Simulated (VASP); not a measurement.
Input:

```
ZrB2
1.0
    1.61670    -2.80021     0.00000
    1.61670     2.80021     0.00000
    0.00000     0.00000     3.60060
Zr B
1 2
Direct
  0.00000   0.00000   0.00000
  0.33333   0.66667   0.50000
  0.66667   0.33333   0.50000
```

All values below come from PBE GGA with D4 dispersion, VASP's PBE PAW potentials (set 64) (plane waves; VASP). Settings: 520 eV cut-off, 10×10×8 Γ-centred mesh, first-order Methfessel-Paxton smearing of 0.10 eV, potentials Zr_sv B.

### Question
Predict the energy per atom (σ→0), pressure, band gap (on the k-mesh) with the smallest direct gap where there is one.

### Answer

```
Quantity                                                     Value
------------------------  ----------------------------------------
band gap (on the k-mesh)  none (metal, semimetal or under 0.01 eV)
energy per atom (σ→0)                               -8.596 eV/atom
pressure                                                -16.79 GPa
```

Only differences to runs with the same potentials and settings are physical.

The compound is ZrB2 in the AlB2 type structure. The cell was not relaxed at this level. The run is one of a series of settings (IVDW = 13 against the base run), some of them coarse on purpose.
